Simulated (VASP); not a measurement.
Here is the system:

```xyz
1
Lattice="0.0000 1.9902 1.9902 1.9902 0.0000 1.9902 1.9902 1.9902 0.0000" Properties=species:S:1:pos:R:3 pbc="T T T"
Al     0.0000     0.0000     0.0000
```

Computed with LDA (Ceperley-Alder, Perdew-Zunger), VASP's LDA PAW potentials (set 64) (plane waves; VASP). Settings: 400 eV cut-off, Gaussian smearing of 0.050 eV, potentials Al.

### Question
Give the energies of bands 1 to 4 at the high-symmetry points, in eV from the Fermi level.

### Answer

| band | Γ | X | U | L | W |
|---|---|---|---|---|---|
| 1 | -11.44 | -3.03 | -1.97 | -4.76 | -0.91 |
| 2 | 12.80 | -1.65 | -1.44 | -4.48 | -0.91 |
| 3 | 12.80 | 5.28 | -0.38 | 11.62 | 0.10 |
| 4 | 12.80 | 5.72 | 6.71 | 11.62 | 1.23 |

It has no gap at this level: it comes out as a metal or semimetal.

The structure comes from a computed database's Al entry (Fm-3m); how it stands against other phases isn't given here. It was relaxed first.
